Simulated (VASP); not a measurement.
Method: PBE GGA, VASP's PBE PAW potentials (set 64) (plane waves; VASP).

The input files of a VASP run:

File POSCAR:
```
KBr
1
    0.0000000000     3.2356170000     3.2356170000
    3.2356170000     0.0000000000     3.2356170000
    3.2356170000     3.2356170000     0.0000000000
K Br
1 1
Direct
  0.0000000000   0.0000000000   0.0000000000
  0.5000000000   0.5000000000   0.5000000000
```

INCAR:
```
SYSTEM = KBr
PREC = Accurate; ENCUT = 300; LREAL = .FALSE.
LASPH = .TRUE.
EDIFF = 1E-6; NELM = 100; ALGO = Normal
LMAXMIX = 4
ISMEAR = -1; SIGMA = 0.05
GGA = PE
ISIF = 2
LWAVE = .FALSE.; LCHARG = .FALSE.
```

File KPOINTS:
```
Automatic
0
gamma
  7 7 7
0 0 0
```

POTCAR, in this order: K_sv Br (PBE.64 set). Program: vasp_std.

Output

### OSZICAR
```
       N       E                     dE             d eps       ncg     rms          rms(c)
DAV:   1     0.740246212278E+02    0.74025E+02   -0.52982E+03   480   0.771E+02
DAV:   2    -0.235643436633E+01   -0.76381E+02   -0.71623E+02   624   0.218E+02
DAV:   3    -0.620439730456E+01   -0.38480E+01   -0.38297E+01   616   0.459E+01
DAV:   4    -0.634135405847E+01   -0.13696E+00   -0.13685E+00   784   0.788E+00
DAV:   5    -0.634233971834E+01   -0.98566E-03   -0.98564E-03   624   0.718E-01    0.363E+00
DAV:   6    -0.618079725529E+01    0.16154E+00   -0.26777E-01   588   0.273E+00    0.264E+00
DAV:   7    -0.617103496469E+01    0.97623E-02   -0.13596E-01   604   0.213E+00    0.113E+00
DAV:   8    -0.617929382763E+01   -0.82589E-02   -0.14253E-02   648   0.965E-01    0.124E-01
DAV:   9    -0.617984432777E+01   -0.55050E-03   -0.48036E-04   616   0.151E-01    0.797E-02
DAV:  10    -0.618030210844E+01   -0.45778E-03   -0.54200E-04   556   0.159E-01    0.177E-02
DAV:  11    -0.618030731489E+01   -0.52065E-05   -0.15731E-05   652   0.267E-02    0.494E-03
DAV:  12    -0.618030924315E+01   -0.19283E-05   -0.31048E-06   576   0.137E-02    0.449E-03
DAV:  13    -0.618030928206E+01   -0.38913E-07   -0.18160E-07   436   0.265E-03
   1 F= -.61803093E+01 E0= -.61803093E+01  d E =-.231074E-10
```

File OUTCAR:
```
------------------------ aborting loop because EDIFF is reached ----------------------------------------
  FORCE on cell =-STRESS in cart. coord.  units (eV):
  Direction    XX          YY          ZZ          XY          YZ          ZX
  --------------------------------------------------------------------------------------
  Total        0.7497413      0.7497413      0.7497413      0.0000000      0.0000000      0.0000000
  in kB       17.7304884     17.7304884     17.7304884      0.0000000      0.0000000      0.0000000
  external PRESSURE =      17.7304884 kB  Pullay stress =       0.0000000 kB
  volume of cell :       67.75
      direct lattice vectors                 reciprocal lattice vectors
     0.000000000  3.235617000  3.235617000    -0.154530032  0.154530032  0.154530032
     3.235617000  0.000000000  3.235617000     0.154530032 -0.154530032  0.154530032
     3.235617000  3.235617000  0.000000000     0.154530032  0.154530032 -0.154530032
  FREE ENERGIE OF THE ION-ELECTRON SYSTEM (eV)
  ---------------------------------------------------
  free  energy   TOTEN  =        -6.1803092821 eV

  energy  without entropy=       -6.1803092820  energy(sigma->0) =       -6.18030928
```
(Selected blocks of OUTCAR.)

At this cut-off the stress carries a Pulay error, which pulls relaxed volumes low.

The structure is a typed KBr crystal (Fm-3m). The cell was not relaxed at this level, and its volume differs by -5.9 % from the start's.
